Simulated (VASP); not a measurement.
An input for Quantum ESPRESSO's pw.x (written as the equivalent of a VASP run, and not itself run):

```
&CONTROL
  calculation = 'scf'
  pseudo_dir = './pseudo'
  outdir = './out'
  tprnfor = .true.
  tstress = .true.
/
&SYSTEM
  ibrav = 0
  nat = 5
  ntyp = 3
  ecutwfc = 68
  occupations = 'tetrahedra'
  input_dft = 'pbesol'
/
&ELECTRONS
  conv_thr = 7.3e-09
  electron_maxstep = 100
/
ATOMIC_SPECIES
  Ca 40.078 Ca.upf
  Si 28.085 Si.upf
  Ir 192.217 Ir.upf
CELL_PARAMETERS angstrom
    -2.0848721    2.0848721    4.9258391
     2.0848721   -2.0848721    4.9258391
     2.0848721    2.0848721   -4.9258391
ATOMIC_POSITIONS crystal
  Ca   0.9995745  0.9995745  0.0000000
  Si   0.4091156  0.4091156  0.0000000
  Si   0.2593940  0.7593940  0.5000000
  Si   0.7593940  0.2593940  0.5000000
  Ir   0.6466419  0.6466419  0.0000000
K_POINTS automatic
  12 12 12 0 0 0
```

**Question.** Translate this input to VASP (INCAR, KPOINTS, POSCAR, choice of POTCAR).

**Answer.** This is not unique; one that fits is 
**POSCAR**
```
CaSi3Ir
1
   -2.0848720765     2.0848720765     4.9258391381
    2.0848720765    -2.0848720765     4.9258391381
    2.0848720765     2.0848720765    -4.9258391381
Ca Si Ir
1 3 1
Direct
  0.9995745017   0.9995745017   0.0000000000
  0.4091155556   0.4091155556   0.0000000000
  0.2593940238   0.7593940238   0.5000000000
  0.7593940238   0.2593940238   0.5000000000
  0.6466418953   0.6466418953   0.0000000000
```

KPOINTS:
```
Automatic mesh
0
Gamma
12 12 12
0 0 0
```

**INCAR**
```
LREAL  =  F   ! projection in real space or not
NEDOS  =  601
LWAVE  =  F
ISIF  =  2   ! forces and stress, cell fixed
NELM  =  100   ! most electronic steps
LEFG  =  T
GGA  =  PS
LORBIT  =  11   ! lm-projected
PREC  =  Accurate
LCHARG  =  T
ENCUT  =  400
LMAXMIX  =  6   ! l cut-off of mixed one-centre charges
ALGO  =  Normal
ISMEAR  =  -5
EDIFF  =  1E-7   ! SCF stop (eV)
SYSTEM  =  CaSi3Ir
LASPH  =  T
```

POTCAR, in this order: Ca_sv Si Ir (PBE.64 set). Program: vasp_std.

The two are equivalent in intent, not identical: the potentials are each code's own (VASP's PAW set, PseudoDojo norm-conserving files in pw.x), so ENCUT and ecutwfc are chosen apart and not converted; conv_thr bounds pw.x's estimated SCF error, while EDIFF bounds the energy change between steps; the field gradients of LEFG aren't asked of the other code.

The structure comes from a computed database's CaSi3Ir entry (I4mm); how it stands against other phases isn't given here. It was relaxed first.
